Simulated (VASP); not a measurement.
Ga₃Ag (space group I4/mmm): computed properties

Level of theory: LDA (Ceperley-Alder, Perdew-Zunger), VASP's LDA PAW potentials (set 64) (plane waves; VASP).

```
Quantity                                                                                                Value
----------------------------------  -------------------------------------------------------------------------
space group                                                                                      I4/mmm (139)
cell                                a = 4.061 Å, b = 4.061 Å, c = 8.057 Å, α = 90.00°, β = 90.00°, γ = 90.00°
volume per atom                                                                                16.61 Å^3/atom
band gap (over mesh and band path)                                   none (metal, semimetal or under 0.01 eV)
density                                                                                            7.92 g/cm³
```

```
CELL_PARAMETERS angstrom
     -2.03048     2.03048     4.02849
      2.03048    -2.03048     4.02849
      2.03048     2.03048    -4.02849
ATOMIC_POSITIONS crystal
  Ga 0.75000 0.25000 0.50000
  Ga 0.25000 0.75000 0.50000
  Ga 0.50000 0.50000 0.00000
  Ag 0.00000 0.00000 0.00000
```

The structure comes from a computed database's Ga3Ag entry (I4/mmm); how it stands against other phases isn't given here. It was relaxed first, which changed the volume by -5 %. Symmetry was kept, so distortions that lower it aren't found.
